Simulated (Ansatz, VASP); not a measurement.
# CuAu in two plane-wave programs

Wanted: the spread between two codes on one cell, functional and k mesh.

Program: Ansatz 0.2.0. Level of theory: plane waves, with VASP 6.6.1 beside it; single point at PBE. Results are calculated unless marked as measured.

The database entry behind the starting cell is an old determination (1936), so it need not match the best structure at ambient conditions.

## Step 1: The starting structure

It takes space group P4/mmm (No. 123, tetragonal). The conventional cell has a = 2.811 Å, b = 2.811 Å, c = 3.685 Å, α = 90.00°, β = 90.00°, γ = 90.00°. Nearest to Au lie 8 Cu at 2.71 Å and 4 Au at 2.81 Å. Nearest to Cu lie 8 Au at 2.71 Å and 4 Cu at 2.81 Å. Farther neighbours are not listed.

Coordinates:

```xyz
2
Lattice="2.8107 0.0000 0.0000 0.0000 2.8107 0.0000 0.0000 0.0000 3.6850" Properties=species:S:1:pos:R:3 pbc="T T T"
Au    0.0000    0.0000    0.0000
Cu    1.4054    1.4054    1.8425
```

## Step 2: VASP: single point, PBE

With cell and atoms fixed, the geometry can't cause a difference; cores, projectors, grids and the points listed under the comparison can.

Lines of VASP's logs that name or quote its potential files are left out, and so is its time.

Contents of INCAR:

```
SYSTEM = CuAu
PREC = Accurate
ENCUT = 360
EDIFF = 1E-06
NELM = 150
ISMEAR = 1
SIGMA = 0.1
LREAL = .FALSE.
ALGO = Normal
GGA = PE
NBANDS = 17
ISPIN = 2
MAGMOM = 0 0.6
LASPH = .TRUE.
LMAXMIX = 4
LORBIT = 11
LWAVE = .FALSE.
LCHARG = .FALSE.
AMIX = 0.2
BMIX = 1E-04
AMIX_MAG = 0.8
BMIX_MAG = 1E-04
NEDOS = 1500
```

Contents of POSCAR:

```
CuAu
1.0
    2.8107494552      0.0000000000      0.0000000000
    0.0000000000      2.8107494552      0.0000000000
    0.0000000000      0.0000000000      3.6850000000
Au Cu
1 1
Direct
    0.0000000000      0.0000000000      0.0000000000
    0.5000000000      0.5000000000      0.5000000000
```

Contents of KPOINTS:

```
Automatic mesh
0
Gamma
9 9 7
0 0 0
```

PAW data sets: Au and Cu (PBE family, release 64).

The run is started by

```bash
mpirun -np 1 vasp_std
```

Numbers of over 12 decimals in the logs are rounded to 6 here.

Output:

```text
[banner, memory and clock lines left out]
running    1 mpi-ranks, on    1 nodes
 distrk:  each k-point on    1 cores,    1 groups
 distr:  one band on    1 cores,    1 groups

 POSCAR found type information on POSCAR AuCu
 POSCAR found :  2 types and       2 ions
 LDA part: xc-table for (Slater+PW92), standard interpolation
 POSCAR, INCAR and KPOINTS ok, starting setup
 FFT: planning ... GRIDC
 FFT: planning ... GRID_SOFT
 FFT: planning ... GRID
 WAVECAR not read
 entering main loop
       N       E                     dE             d eps       ncg     rms          rms(c)
DAV:   1     0.102198436564E+03    0.10220E+03   -0.85028E+03  4448   0.133E+03
DAV:   2    -0.505383705452E+01   -0.10725E+03   -0.10136E+03  4153   0.255E+02
DAV:   3    -0.794780363951E+01   -0.28940E+01   -0.28622E+01  4992   0.529E+01
DAV:   4    -0.798478585529E+01   -0.36982E-01   -0.36966E-01  5171   0.485E+00
DAV:   5    -0.798592216268E+01   -0.11363E-02   -0.11363E-02  5692   0.899E-01    0.120E+01
DAV:   6    -0.727525278460E+01    0.71067E+00   -0.22961E+00  4372   0.397E+01    0.658E+00
DAV:   7    -0.711340469414E+01    0.16185E+00   -0.55383E-01  6192   0.206E+01    0.593E+00
DAV:   8    -0.708047684676E+01    0.32928E-01   -0.11977E-01  5295   0.508E+00    0.435E+00
DAV:   9    -0.707188101825E+01    0.85958E-02   -0.50833E-02  5905   0.619E+00    0.134E+00
DAV:  10    -0.706785954159E+01    0.40215E-02   -0.22994E-02  5290   0.534E+00    0.441E-01
DAV:  11    -0.706773282133E+01    0.12672E-03   -0.59668E-04  6085   0.485E-01    0.162E-01
DAV:  12    -0.706767819023E+01    0.54631E-04   -0.22828E-04  5995   0.423E-01    0.448E-02
DAV:  13    -0.706767951941E+01   -0.13292E-05   -0.13772E-05  5312   0.425E-02    0.581E-03
DAV:  14    -0.706767999621E+01   -0.47680E-06   -0.36908E-07  2468   0.861E-03
   1 F= -.70676800E+01 E0= -.70676177E+01  d E =-.186790E-03  mag=     0.0001
```

OUTCAR, selected parts (step 2):

```text
ion  position               nearest neighbor table
   1  0.000  0.000  0.000-   2 2.71   2 2.71   2 2.71   2 2.71   2 2.71   2 2.71   2 2.71   2 2.71

  LATTYP: Found a simple tetragonal cell.
 ALAT       =     2.8107494552
 C/A-ratio  =     1.3110382333

 Subroutine GETGRP returns: Found 16 space group operations
 (whereof 16 operations were pure point group operations)

The static configuration has the point symmetry D_4h.

 Found     60 irreducible k-points:

   k-points           NKPTS =     60   k-points in BZ     NKDIM =     60   number of bands    NBANDS=     17

   dimension x,y,z NGX =    18 NGY =   18 NGZ =   24
   dimension x,y,z NGXF=    36 NGYF=   36 NGZF=   48

   ENCUT  =  360.0 eV  26.46 Ry    5.14 a.u.   4.35  4.35  5.70*2*pi/ulx,y,z

   NELECT =      22.0000    total number of electrons

 k-points in reciprocal lattice and weights: Automatic mesh
   0.00000000  0.00000000  0.00000000       0.002
   0.11111111  0.00000000  0.00000000       0.007
   0.22222222  0.00000000  0.00000000       0.007
   0.33333333  0.00000000  0.00000000       0.007
   0.44444444  0.00000000  0.00000000       0.007
   0.11111111  0.11111111  0.00000000       0.007
   0.22222222  0.11111111  0.00000000       0.014
   0.33333333  0.11111111  0.00000000       0.014
   0.44444444  0.11111111  0.00000000       0.014
[...]
0.44444444  0.33333333  0.42857143       0.028
   0.44444444  0.44444444  0.42857143       0.014

 average (electrostatic) potential at core
       1 -65.2667       2 -62.2915

 E-fermi :   8.6959

 spin component 1
 k-point     1 :       0.0000    0.0000    0.0000
  band No.  band energies     occupation
    ...
      7       5.9044      1.00000
      8       6.5924      1.00000
      9       7.0377      1.00000
     10       7.2610      1.00000
     11       7.2610      1.00000
     12      10.8357      0.00000
     13      16.7560      0.00000
     14      18.7582      0.00000
     15      18.7582      0.00000
     16      25.4583      0.00000
    ...

 k-point     2 :       0.1111    0.0000    0.0000
  band No.  band energies     occupation
    ...
      7       5.9476      1.00000
      8       6.5830      1.00000
      9       6.8708      1.00000
     10       6.9214      1.00000
     11       7.2019      1.00000
     12      11.6157      0.00000
     13      16.2232      0.00000
     14      17.6156      0.00000
     15      19.2445      0.00000
     16      25.0861      0.00000
    ...

 k-point     3 :       0.2222    0.0000    0.0000
  band No.  band energies     occupation
    ...
      7       5.9935      1.00000
      8       6.2915      1.00000
      9       6.6324      1.00000
     10       6.6796      1.00000
     11       7.0341      1.00000
     12      13.3271      0.00000
     13      13.7766      0.00000
     14      17.2639      0.00000
     15      20.5722      0.00000
     16      23.7970      0.00000
    ...

 k-point     4 :       0.3333    0.0000    0.0000
  band No.  band energies     occupation
    ...
      7       5.9023      1.00000
      8       5.9111      1.00000
      9       6.4664      1.00000
     10       6.7946      1.00000
     11       6.9156      1.00000
     12      11.1542      0.00000
     13      15.4187      0.00000
     14      17.4581      0.00000
     15      22.0181      0.00000
     16      22.4919      0.00000
    ...

 k-point     5 :       0.4444    0.0000    0.0000
  band No.  band energies     occupation
    ...
      7       5.7313      1.00000
      8       5.7877      1.00000
      9       6.3491      1.00000
     10       6.5813      1.00000
     11       7.5525      1.00000
     12       9.0943     -0.00000
     13      17.6018      0.00000
     14      17.9799      0.00000
     15      20.3812      0.00000
     16      20.7577      0.00000
    ...

 k-point     6 :       0.1111    0.1111    0.0000
  band No.  band energies     occupation
    ...
      7       6.0034      1.00000
      8       6.5422      1.00000
      9       6.5890      1.00000
     10       6.8149      1.00000
     11       7.2725      1.00000
     12      12.2413      0.00000
     13      16.1812      0.00000
     14      17.3749      0.00000
     15      18.1892      0.00000
     16      26.4272      0.00000
    ...

  Total        0.7771338      0.7771338      0.6499033      0.0000000      0.0000000      0.0000000
  in kB       42.7685566     42.7685566     35.7665902      0.0000000      0.0000000      0.0000000
  external PRESSURE =      40.4345678 kB  Pullay stress =       0.0000000 kB

  energy-cutoff  :      360.00
  volume of cell :       29.11
      direct lattice vectors                 reciprocal lattice vectors
     2.810749455  0.000000000  0.000000000     0.355776997  0.000000000  0.000000000
     0.000000000  2.810749455  0.000000000     0.000000000  0.355776997  0.000000000
     0.000000000  0.000000000  3.685000000     0.000000000  0.000000000  0.271370421

 POSITION                                       TOTAL-FORCE (eV/Angst)
 -----------------------------------------------------------------------------------
      0.00000      0.00000      0.00000         0.000000      0.000000      0.000000
      1.40537      1.40537      1.84250         0.000000      0.000000      0.000000
 -----------------------------------------------------------------------------------
    total drift:                                0.000000     -0.000000     -0.000000

  FREE ENERGIE OF THE ION-ELECTRON SYSTEM (eV)
  ---------------------------------------------------
  free  energy   TOTEN  =        -7.0676799962 eV

  energy  without entropy=       -7.0674932065  energy(sigma->0) =       -7.06761773

 total charge
# of ion       s       p       d       tot
------------------------------------------
    1        0.611   0.424   8.698   9.733
    2        0.377   0.317   9.219   9.913
--------------------------------------------------
tot          0.988   0.741  17.917  19.647

 magnetization (x)
# of ion       s       p       d       tot
------------------------------------------
    1       -0.000  -0.000  -0.000  -0.000
    2        0.000   0.000   0.000   0.000
--------------------------------------------------
tot         -0.000   0.000   0.000   0.000

[... 6 further parts left out ...]
```

The run ends at a pressure of 4.04 GPa.

## Step 3: Ansatz: single point, PBE

Ansatz runs on its default PAW (the set named soft_2) files.

The same cell, functional, mesh and smearing now go to Ansatz, which takes its cutoff from its data sets.

Contents of input.yaml:

```yaml
crystal:
  lattice:
    - [2.8107494552, 0.0, 0.0]
    - [0.0, 2.8107494552, 0.0]
    - [0.0, 0.0, 3.685]
  atoms:
    - { symbol: Au, position: [0.0, 0.0, 0.0] }
    - { symbol: Cu, position: [0.5, 0.5, 0.5], spin: 0.6 }
hamiltonian:
  xc: pbe
  pseudopotentials: { kind: paw }
magnetization:
  spin_polarized: true
kpoints:
  mp_grid: { grid: [9, 9, 7] }
scf:
  occupations: { method: methfessel_paxton, width: 0.1 }
  n_extra_bands: 6
output:
  forces: true
  stress: true
  eigenvalues: true
```

The run is started by

```bash
ansatz run input.yaml --threads 2 --pin off --max-ram 4608MiB --backend cpu --events-out ev --progress --plain --runs-dir out
```

Output:

```text
scf.n_extra_bands = 6 over 19 filled bands (N_el = 38.0): the run solves 25 bands
Engine: ansatz 0.2.0, aarch64-unknown-linux-gnu
Pseudopotentials: kind: paw
Pseudopotential: Au, paw, valence charge 19, recommended cutoff 420 eV (normal), Au.paw.azcp
Pseudopotential: Cu, paw, valence charge 19, recommended cutoff 420 eV (normal), Cu.paw.azcp
Functional definition: PBE
  parameter kappa = 0.804
  parameter beta = 0.066725
  exchange = pbe_x(kappa = kappa, mu = beta*pi^2/3)
  correlation = pbe_c(beta = beta)
Crystal: 2 atoms, lattice volume = 29.113 Å³
Basis set: ecut = 420 eV, 553 PW (Γ), exchange–correlation on 40×40×50 points (8 copies of the dense FFT grid, shifted against one another)
Bands: 25, of which v1, the nominal top of the filled ones, is band 19 counted from 1 (18 counted from 0)
Symmetry: 16 space group operations
Space group: P4/mmm (ITA 123), of the structure as read, at distance tolerance 3.1e-5 Å
Magnetic group: BNS 123.339 (UNI 999), of the structure as read, at distance tolerance 3.1e-5 Å
k-points: 60 of 567
Non-local potential: Au, projectors of the file, l = 0: 3, l = 1: 2, l = 2: 2, l = 3: 1
Non-local potential: Cu, projectors of the file, l = 0: 3, l = 1: 2, l = 2: 3, l = 3: 1
PAW form: soft (Blöchl's): semilocal exchange-correlation on the pseudo side does not see the compensation charge
PAW one-centre angular grid: Au, 590 points (default); XC on 64 Gauss nodes
PAW one-centre angular grid: Cu, 590 points (default); XC on 64 Gauss nodes
Initial density: superposition of atomic densities (chi_scale 0.1, normalization cell)
Starting moments: Σ|m| = 0.6 μB on 1 of 2 sites
Initial wavefunctions: pseudopotential atomic-orbital guess
Functional: x = pbe(κ = 0.804, μ = 0.219515), c = pbe(β = 0.066725)
SCF iter   1: F=—  HF=-19775.492405 eV  |F-HF|=—  |Δ(HF+E_count)|=         —  Δρ=1.11e-1 (↑1.11e-1 ↓4.38e-2)  dr2=4.54e0  dr2_m=4.39e-1  M=0.094 μB ∫|m|=0.169 μB  β_m=0.30  ethr=3.10e-3  ⟨swp⟩=5.1  Hψ=11485  notcnv=0
preconditioner: auto → Kerker (q_TF=auto, 2.852 Å⁻¹)  [metal: Δε(μ)=0.011 eV  Ē_g=12.376 eV  σ=0.100 eV  W_gap=0.09  n_scr=14 (ndim 8)  ℏωp=32.3 eV  f_vac=0.000  D(μ)=1.05/eV (n_scr^D=6)]
spin=Collinear: Kerker preconditioning applied to the charge; magnetization (m = ρ↑ − ρ↓) channel mixes plain (no charge-response kernel on spin).
SCF iter   2: F=—  HF=-19774.906635 eV  |F-HF|=—  |Δ(HF+E_count)|=   5.86e-1  S|Δr|=    0.00e0  Δρ=4.56e-2 (↑4.56e-2 ↓4.41e-2)  dr2=9.94e-1  dr2_m=3.41e-1  M=0.044 μB ∫|m|=0.085 μB  β_m=0.30  ethr=3.10e-3  ⟨swp⟩=2.2  Hψ=5684  notcnv=0  defer=173
SCF iter   3: F=—  HF=-19774.707152 eV  |F-HF|=—  |Δ(HF+E_count)|=   1.99e-1  S|Δr|=    0.00e0  Δρ=4.44e-2 (↑4.44e-2 ↓1.83e-2)  dr2=5.02e-1  dr2_m=1.78e-1  M=0.036 μB ∫|m|=0.078 μB  β_m=0.30  ethr=2.62e-3  ⟨swp⟩=2.1  Hψ=4432  notcnv=0  defer=177
SCF iter   4: F=—  HF=-19774.581588 eV  |F-HF|=—  |Δ(HF+E_count)|=   1.26e-1  S|Δr|=    0.00e0  Δρ=2.35e-2 (↑2.35e-2 ↓1.85e-2)  dr2=4.16e-2  dr2_m=1.06e-1  M=0.024 μB ∫|m|=0.057 μB  β_m=0.30  ethr=1.32e-3  ⟨swp⟩=2.0  Hψ=4527  notcnv=0  defer=179
SCF iter   5: F=—  HF=-19774.600337 eV  |F-HF|=—  |Δ(HF+E_count)|=   1.87e-2  S|Δr|=    0.00e0  Δρ=2.24e-2 (↑8.75e-3 ↓2.24e-2)  dr2=3.50e-2  dr2_m=6.33e-2  M=0.017 μB ∫|m|=0.040 μB  β_m=0.30  ethr=1.10e-4  ⟨swp⟩=2.0  Hψ=6089  notcnv=0  defer=178
SCF iter   6: F=—  HF=-19774.602646 eV  |F-HF|=—  |Δ(HF+E_count)|=   2.31e-3  S|Δr|=    0.00e0  Δρ=1.55e-2 (↑7.61e-3 ↓1.55e-2)  dr2=1.25e-2  dr2_m=3.53e-2  M=0.012 μB ∫|m|=0.031 μB  β_m=0.30  ethr=9.20e-5  ⟨swp⟩=1.0  Hψ=3373  notcnv=0  defer=177
SCF iter   7: F=—  HF=-19774.603298 eV  |F-HF|=—  |Δ(HF+E_count)|=   6.52e-4  S|Δr|=    0.00e0  Δρ=9.88e-3 (↑7.39e-3 ↓9.88e-3)  dr2=1.63e-3  dr2_m=1.98e-2  M=0.009 μB ∫|m|=0.025 μB  β_m=0.30  ethr=3.30e-5  ⟨swp⟩=1.0  Hψ=2825  notcnv=0  defer=177
SCF iter   8: F=—  HF=-19774.603974 eV  |F-HF|=—  |Δ(HF+E_count)|=   6.76e-4  S|Δr|=    0.00e0  Δρ=7.06e-3 (↑5.94e-3 ↓7.06e-3)  dr2=4.79e-4  dr2_m=1.12e-2  M=0.007 μB ∫|m|=0.019 μB  β_m=0.30  ethr=4.28e-6  ⟨swp⟩=1.0  Hψ=2838  notcnv=0  defer=177
Mixer restart at iter 8: flushing history
spin-set hold released at iteration 8 (site moments contracting): the magnetisation degrees of freedom join the quasi-Newton model from the next iteration; the mixer history was flushed
SCF iter   9: F=—  HF=-19774.604514 eV  |F-HF|=—  |Δ(HF+E_count)|=   5.40e-4  S|Δr|=    0.00e0  Δρ=5.01e-3 (↑4.80e-3 ↓5.01e-3)  dr2=9.60e-5  dr2_m=6.40e-3  M=0.005 μB ∫|m|=0.015 μB  β_m=0.65  ethr=1.26e-6  ⟨swp⟩=1.5  Hψ=3087  notcnv=0  defer=177
SCF iter  10: F=—  HF=-19774.605705 eV  |F-HF|=—  |Δ(HF+E_count)|=   1.19e-3  S|Δr|=    0.00e0  Δρ=1.43e-3 (↑1.05e-3 ↓1.43e-3)  dr2=1.06e-3  dr2_m=1.01e-5  M=-0.000 μB ∫|m|=0.001 μB  β_m=0.49  ethr=2.53e-7  ⟨swp⟩=2.1  Hψ=5139  notcnv=0  defer=177
SCF iter  11: F=—  HF=-19774.605382 eV  |F-HF|=—  |Δ(HF+E_count)|=   3.22e-4  S|Δr|=    0.00e0  Δρ=4.28e-4 (↑4.28e-4 ↓3.52e-4)  dr2=1.11e-4  dr2_m=1.28e-6  M=-0.000 μB ∫|m|=0.001 μB  β_m=0.64  ethr=2.53e-7  ⟨swp⟩=2.0  Hψ=5112  notcnv=0  defer=177
SCF iter  12: F=—  HF=-19774.605373 eV  |F-HF|=—  |Δ(HF+E_count)|=   9.18e-6  S|Δr|=    0.00e0  Δρ=2.12e-4 (↑2.12e-4 ↓1.74e-4)  dr2=3.00e-5  dr2_m=2.49e-7  M=-0.000 μB ∫|m|=0.000 μB  β_m=0.76  ethr=2.53e-7  ⟨swp⟩=1.0  Hψ=2840  notcnv=0  defer=177
SCF iter  13: F=—  HF=-19774.605345 eV  |F-HF|=—  |Δ(HF+E_count)|=   2.78e-5  S|Δr|=    0.00e0  Δρ=3.48e-5 (↑2.62e-5 ↓3.48e-5)  dr2=5.82e-7  dr2_m=1.33e-8  M=-0.000 μB ∫|m|=0.000 μB  β_m=0.88  ethr=7.91e-8  ⟨swp⟩=1.9  Hψ=3203  notcnv=0  defer=177
SCF iter  14: F=—  HF=-19774.605346 eV  |F-HF|=—  |Δ(HF+E_count)|=   4.23e-7  S|Δr|=    0.00e0  Δρ=1.06e-5 (↑7.54e-6 ↓1.06e-5)  dr2=9.47e-8  dr2_m=2.61e-9  M=-0.000 μB ∫|m|=0.000 μB  β_m=0.94  ethr=2.63e-10  ⟨swp⟩=7.6  Hψ=12212  notcnv=0
SCF iter  15: F=-19774.605346 eV  HF=-19774.605346 eV  |F-HF|=3.53e-9  |Δ(HF+E_count)|=   1.15e-8  S|Δr|=    0.00e0  Δρ=2.09e-6 (↑2.09e-6 ↓1.98e-6)  dr2=7.70e-9  dr2_m=5.80e-12  M=-0.000 μB ∫|m|=0.000 μB  ethr=2.49e-10  ⟨swp⟩=3.0  Hψ=7714  notcnv=0
SCF 1 converged in 15 iterations: F = -19774.605346 eV  dr2 = 7.70e-9
  greatest PAW one-centre occupation: 1.000 electrons in one spin orbital (limit 2), on the Au atom at site 0 (counted from 0), in its partial waves of l = 0
WARN: the starting moments were not kept: the SCF closed with an absolute magnetisation of 2.3e-6 μB, where they sum to 0.6 μB in size (1 site). That is at most 0.1 of that sum. Measured as dr2_m measures the in/out step, that magnetisation stands 1.0e-12 eV from none, at or under the dr2_threshold of 1.0e-7 eV: it is no larger than a step whose dr2_m would equal this threshold. The system may hold no moment; this SC [...]
this state was not tested for a lower state beside it, because cold or Methfessel-Paxton smearing, or corrected tetrahedra, fill the levels in a way that the test cannot read (fill_not_monotonic; see scf.lower_state_search)
SCF converged after 15 iterations
Magnetization: -0.0000 μB (19.0000 up, 19.0000 down)
Absolute magnetization: 0.0000 μB (∫|ρ↑−ρ↓|, with the PAW one-centre terms)
Spin contamination: 0.0000 ħ² per cell (⟨S²⟩ above its minimum at these occupations)
Per-site moments (μB) at R_I (Å): [(2.8870961888680394e-7, 1.117941), (-1.3511888870161091e-7, 1.117941)]
Free energy (F): -19774.605346 eV
Harris-Foulkes:  -19774.605346 eV  (|F-HF|=3.53e-9)
Internal energy: -19774.605217 eV  (E = F + TS)
E sigma→0 (E₀):  -19774.605314 eV
Entropy (-TS):   -0.000129 eV (-0.064 meV/atom)
Fermi energy:    18.949862 eV
--- Per-component energies (eV) ---
  E_band       = -557.396256
  E_kinetic    = 904.587190
  E_local      = -5896.577729  (includes V_loc(G=0)·N_el)
  E_nonlocal   = 468.139636
  E_hartree    = 2589.048228
  E_xc         = -317.486873
  E_vxc        = -390.735502  (∫ρ·V_xc dr)
  E_paw        = -11373.492648  (= ΣΔE_a)
  E_vpaw       = -820.908842  (= ΣTr[D̂ρ^β])
  E_aug_tail   = 0.001668  (compensation charges beyond the density's cutoff)
  E_ewald      = -6148.824689
  E_smearing   = -0.000129  (= −TS)
  E_closure    = -0.000000  (closes the sum)
  Σ components = -19774.605346   (vs F -19774.605346, Δ=0.00e0)
--- Forces (eV/Å), atoms counted from 1 ---
  atom   1  Au    -0.00000000     0.00000000     0.00000000
  atom   2  Cu     0.00000000    -0.00000000    -0.00000000
  max |Σ_I F_I| component: 1.71e-28 eV/Å
--- Stress (GPa, compression-positive) ---
        4.764719      -0.000000      -0.000000
       -0.000000       4.764719      -0.000000
       -0.000000      -0.000000       3.959742
  P = ⅓ Tr σ = 4.4964 GPa (44.964 kbar)
--- Band table (eV; the first three rows and the last of 120) ---
  k-point 0 ↑: bands = [... 15 lower, 16.8610, 17.3121, 17.5361, 17.5361, 21.0618, 27.0025, 28.9869, 28.9869, ... 2 higher]
  k-point 1 ↑: bands = [... 15 lower, 16.7907, 17.2678, 17.3834, 17.3834, 19.6836, 28.7638, 29.4654, 29.4654, ... 2 higher]
  k-point 2 ↑: bands = [... 15 lower, 16.5411, 17.0328, 17.0328, 17.1564, 17.5251, 30.7874, 30.7874, 32.0496, ... 2 higher]
  k-point 59 ↓: bands = [... 15 lower, 16.8855, 17.2144, 17.3381, 22.4499, 24.0144, 24.2678, 25.1912, 26.2228, ... 2 higher]
```

Wall time 6.4 s (2 threads of Arm Neoverse N1, shared host); peak memory 0.33 GiB.

The run ends at a pressure of 4.50 GPa.

## Step 4: Comparison

Known differences besides the potentials themselves: the data sets hold 38 valence electrons in Ansatz (default PAW (the set named soft_2) files) and 22 in VASP; the cutoff is 420 eV in Ansatz and 360 eV in VASP. Total energies have different zeros and are not compared.

The two programs side by side:

```tsv
quantity	Ansatz	VASP	difference
pressure (GPa)	4.50	4.04	+0.45
pressure without Ansatz's Pulay correction (GPa)	4.41	4.04	+0.36
```

Ansatz's pressure holds a Pulay correction of 0.09 GPa; VASP's holds none.

## Step 5: What came out

```yaml
difference_in_pressure_single_point_pbe: 0.45 GPa
```

In words: The difference in pressure is 0.45 GPa (single point, PBE), within the 1 GPa picked in this series as the mark of a large difference. 1 further run of this series is not shown here. Such differences can come from data sets, numerical settings and the points named under the comparisons, not from the functional's error against experiment.

[Lines on the potential files, build, host, timing and source positions are cut from VASP's logs without a mark.]

[Logs are printed without paths, hosts, clocks, repeated set-up lines and the standing remarks that a program may print on its own settings, such as how far it seeks lower states.]

[Hosts, paths, dates, database ids (printed as entryN), source tags and the programs' standing remarks are cut or masked in the printed files.]
